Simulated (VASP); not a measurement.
Input of a VASP 6.6.1 run:

Contents of INCAR:

```
SYSTEM = Ti11BO24
  PREC = Accurate
  ENCUT = 520
  EDIFF = 1E-6
  ISMEAR = -1
  SIGMA = 0.01
  LREAL = Auto
  LASPH = .TRUE.
  NELM = 100
  ALGO = Fast
  ISIF = 2
  LWAVE = .FALSE.
  LCHARG = .TRUE.
  GGA = PE
  LELF = .TRUE.
  LVHAR = .TRUE.
  NBANDS = 164
  NELECT = 280.0
```

The input KPOINTS:

```
regular mesh
0
G
  3 3 2
  0 0 0
```

The input POSCAR:

```
Ti11BO24
1.0
    4.5922000000      4.5922000000      0.0000000000
   -4.5922000000      4.5922000000      0.0000000000
    0.0000000000      0.0000000000      8.8722000000
B Ti O
1 11 24
Direct
    0.0000000000      0.0000000000      0.0000000000
    0.0000000000      0.0000000000      0.3333333333
    0.0000000000      0.0000000000      0.6666666667
    0.5000000000      0.5000000000      0.0000000000
    0.5000000000      0.5000000000      0.3333333333
    0.5000000000      0.5000000000      0.6666666667
    0.5000000000      0.0000000000      0.1666666667
    0.5000000000      0.0000000000      0.5000000000
    0.5000000000      0.0000000000      0.8333333333
    0.0000000000      0.5000000000      0.1666666667
    0.0000000000      0.5000000000      0.5000000000
    0.0000000000      0.5000000000      0.8333333333
    0.3049600000      0.0000000000      0.0000000000
    0.3049600000      0.0000000000      0.3333333333
    0.3049600000      0.0000000000      0.6666666667
    0.8049600000      0.5000000000      0.0000000000
    0.8049600000      0.5000000000      0.3333333333
    0.8049600000      0.5000000000      0.6666666667
    0.5000000000      0.3049600000      0.1666666667
    0.5000000000      0.3049600000      0.5000000000
    0.5000000000      0.3049600000      0.8333333333
    0.0000000000      0.8049600000      0.1666666667
    0.0000000000      0.8049600000      0.5000000000
    0.0000000000      0.8049600000      0.8333333333
    0.6950400000      0.0000000000      0.0000000000
    0.6950400000      0.0000000000      0.3333333333
    0.6950400000      0.0000000000      0.6666666667
    0.1950400000      0.5000000000      0.0000000000
    0.1950400000      0.5000000000      0.3333333333
    0.1950400000      0.5000000000      0.6666666667
    0.5000000000      0.6950400000      0.1666666667
    0.5000000000      0.6950400000      0.5000000000
    0.5000000000      0.6950400000      0.8333333333
    0.0000000000      0.1950400000      0.1666666667
    0.0000000000      0.1950400000      0.5000000000
    0.0000000000      0.1950400000      0.8333333333
```

Potentials or basis: VASP PAW PBE potentials, release 64 (B, Ti_sv, O).

Launch:

```bash
$ cat potpaw_PBE.64/B/POTCAR potpaw_PBE.64/Ti_sv/POTCAR potpaw_PBE.64/O/POTCAR > POTCAR
$ mpirun -np 1 vasp_std > vasp.out
```

Task: Estimate the band gap on the k mesh.

Result: 1.69 eV, direct.

Task: What does it give for the largest force?

Result: 1.749 eV/Å.

Forces on the atoms (eV/Å):
```
B    0.000  0.000  0.000
Ti   0.000  0.000 -1.430
Ti   0.000  0.000  1.430
Ti   0.000  0.000  0.000
Ti   0.000  0.000 -0.326
Ti   0.000  0.000  0.326
Ti   0.000  0.000 -0.930
Ti   0.000  0.000  0.000
Ti   0.000  0.000  0.930
Ti   0.000  0.000 -0.725
Ti   0.000  0.000  0.000
Ti   0.000  0.000  0.725
O   -1.078 -1.078  0.000
O    0.006  0.006  0.301
O    0.006  0.006 -0.301
O   -0.221 -0.221  0.000
O   -0.190 -0.190  0.257
O   -0.190 -0.190 -0.257
O   -0.104  0.104  0.180
O    0.055 -0.055  0.000
O   -0.104  0.104 -0.180
O   -0.735  0.735 -1.406
O    0.279 -0.279  0.000
O   -0.735  0.735  1.406
O    1.078  1.078  0.000
O   -0.006 -0.006  0.301
O   -0.006 -0.006 -0.301
O    0.221  0.221  0.000
O    0.190  0.190  0.257
O    0.190  0.190 -0.257
O    0.104 -0.104  0.180
O   -0.055  0.055  0.000
O    0.104 -0.104 -0.180
O    0.735 -0.735 -1.406
O   -0.279  0.279  0.000
O    0.735 -0.735  1.406
```

Caveat: the cell carries a net charge on a neutralising background, which shifts energy and pressure; the cell is charged against a uniform background, so pressure and absolute levels hang on convention. Expect the measured gap to be larger: semilocal functionals such as PBE lack the derivative discontinuity.
